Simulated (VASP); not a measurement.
Energy against volume of CaF$_{2}$ (fluorite). These are vdW-DF-cx, VASP's PBE PAW potentials (set 64) (plane waves; VASP) values and carry that method's errors. Numerical set-up: 520 eV cut-off, 7×7×7 Γ-centred mesh, Gaussian smearing of 0.050 eV, potentials Ca_sv F.

```json
[
 {"V (Å³/atom)": "13.113", "E (eV/atom)": "-3.75615"},
 {"V (Å³/atom)": "13.518", "E (eV/atom)": "-3.76031"},
 {"V (Å³/atom)": "13.924", "E (eV/atom)": "-3.75808"},
 {"V (Å³/atom)": "14.330", "E (eV/atom)": "-3.75054"}
]
```

Task: Fit these four points and predict the energy of the run at 12.707 Å³/atom.

Result: A cubic in V^(−2/3), the third-order Birch-Murnaghan form, passes through the four points with V0 = 13.57 Å³/atom and B0 = 82 GPa, and gives -3.7443 eV/atom there. The run gave -3.7445 eV/atom, -0.2 meV/atom from the fit; all five points give B0 = 82 GPa.

The compound is CaF2 in the fluorite structure. It was relaxed first.
